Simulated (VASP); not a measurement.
Here is the system:

```
Cl
1.0
    2.24000    -3.12000     0.00000
    2.24000     3.12000     0.00000
    0.00000     0.00000     8.26000
Cl
4
Direct
  0.87700   0.87700   0.89700
  0.62300   0.62300   0.39700
  0.37700   0.37700   0.60300
  0.12300   0.12300   0.10300
```

Method: PBE GGA, VASP's PBE PAW potentials (set 64) (plane waves; VASP). Settings: 300 eV cut-off, 7×7×4 Γ-centred mesh, Gaussian smearing of 0.020 eV, potentials Cl.

Task: Predict the energy per atom (σ→0), largest force, band gap (on the k-mesh) with the smallest direct gap where there is one.

Result: 
```yaml
band gap (on the k-mesh): 2.44 eV
smallest direct gap (on the k-mesh): 2.44 eV
energy per atom (σ→0): -1.824 eV/atom
largest_force: 0.296 eV/Å
```

The absolute energy has meaning only against runs of the same code, potentials and settings.

The structure is a typed Cl crystal. The cell was not relaxed at this level.
